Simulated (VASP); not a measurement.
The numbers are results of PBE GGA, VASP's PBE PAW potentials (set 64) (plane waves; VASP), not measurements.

A VASP calculation is set up with these files.

File POSCAR:
```
CuZn
2.950
  1.0000000000   0.0000000000   0.0000000000
  0.0000000000   1.0000000000   0.0000000000
  0.0000000000   0.0000000000   1.0000000000
Zn Cu
1 1
Cart
  0.5000000000   0.5000000000   0.5000000000
  0.0000000000   0.0000000000   0.0000000000
```

**INCAR**
```
ALGO = Normal
EDIFF = 1E-6
ENCUT = 300
GGA = PE
ISIF = 2
ISMEAR = 0
LASPH = .TRUE.
LCHARG = .FALSE.
LMAXMIX = 4
LREAL = .FALSE.
LWAVE = .FALSE.
NELM = 100
PREC = Accurate
SIGMA = 0.1
SYSTEM = CuZn
```

KPOINTS:
```
Automatic mesh
0
Gamma
11 11 11
0.5 0.5 0.5
```

POTCAR, in this order: Zn Cu (PBE.64 set). Program: vasp_std.

The run wrote:

**OSZICAR**
```
       N       E                     dE             d eps       ncg     rms          rms(c)
DAV:   1     0.885129449673E+02    0.88513E+02   -0.83351E+03  1744   0.170E+03
DAV:   2    -0.403584233483E+01   -0.92549E+02   -0.90242E+02  1680   0.277E+02
DAV:   3    -0.607286746757E+01   -0.20370E+01   -0.20329E+01  2051   0.542E+01
DAV:   4    -0.608559332674E+01   -0.12726E-01   -0.12724E-01  1946   0.376E+00
DAV:   5    -0.608575245758E+01   -0.15913E-03   -0.15913E-03  2161   0.454E-01    0.947E+00
DAV:   6    -0.594405464295E+01    0.14170E+00   -0.17117E+01  1881   0.102E+02    0.601E+00
DAV:   7    -0.501698011090E+01    0.92707E+00   -0.38224E+00  1776   0.986E+01    0.222E+00
DAV:   8    -0.502019523479E+01   -0.32151E-02   -0.19309E-01  2272   0.593E+00    0.127E+00
DAV:   9    -0.501042269622E+01    0.97725E-02   -0.22693E-02  1967   0.373E+00    0.467E-02
DAV:  10    -0.501043664139E+01   -0.13945E-04   -0.52266E-04  2415   0.378E-01    0.251E-02
DAV:  11    -0.501043778208E+01   -0.11407E-05   -0.17981E-05  2358   0.103E-01    0.118E-02
DAV:  12    -0.501043656622E+01    0.12159E-05   -0.10525E-06  1302   0.334E-02    0.208E-03
DAV:  13    -0.501043657600E+01   -0.97780E-08   -0.40666E-07  1057   0.161E-02
   1 F= -.50104366E+01 E0= -.50092130E+01  d E =-.244720E-02
```

File OUTCAR:
```
------------------------ aborting loop because EDIFF is reached ----------------------------------------
  FORCE on cell =-STRESS in cart. coord.  units (eV):
  Direction    XX          YY          ZZ          XY          YZ          ZX
  --------------------------------------------------------------------------------------
  Total        0.1373667      0.1373667      0.1373667     -0.0000000     -0.0000000      0.0000000
  in kB        8.5728658      8.5728658      8.5728658     -0.0000000     -0.0000000      0.0000000
  external PRESSURE =       8.5728658 kB  Pullay stress =       0.0000000 kB
  volume of cell :       25.67
      direct lattice vectors                 reciprocal lattice vectors
     2.950000000  0.000000000  0.000000000     0.338983051  0.000000000  0.000000000
     0.000000000  2.950000000  0.000000000     0.000000000  0.338983051  0.000000000
     0.000000000  0.000000000  2.950000000     0.000000000  0.000000000  0.338983051
 POSITION                                       TOTAL-FORCE (eV/Angst)
 -----------------------------------------------------------------------------------
      1.47500      1.47500      1.47500         0.000000      0.000000      0.000000
      0.00000      0.00000      0.00000         0.000000      0.000000      0.000000
 -----------------------------------------------------------------------------------
    total drift:                                0.000000     -0.000000      0.000000
  FREE ENERGIE OF THE ION-ELECTRON SYSTEM (eV)
  ---------------------------------------------------
  free  energy   TOTEN  =        -5.0104365760 eV

  energy  without entropy=       -5.0079893769  energy(sigma->0) =       -5.00921298
```
(Selected blocks of OUTCAR.)

At this cut-off the stress carries a Pulay error, which pulls relaxed volumes low.

The structure is a typed CuZn crystal. The cell was not relaxed at this level. The run is one of a series of settings (ISMEAR = 0 against the base run), some of them coarse on purpose. The electron count is odd and the run is not spin-polarised, which forces a metal.
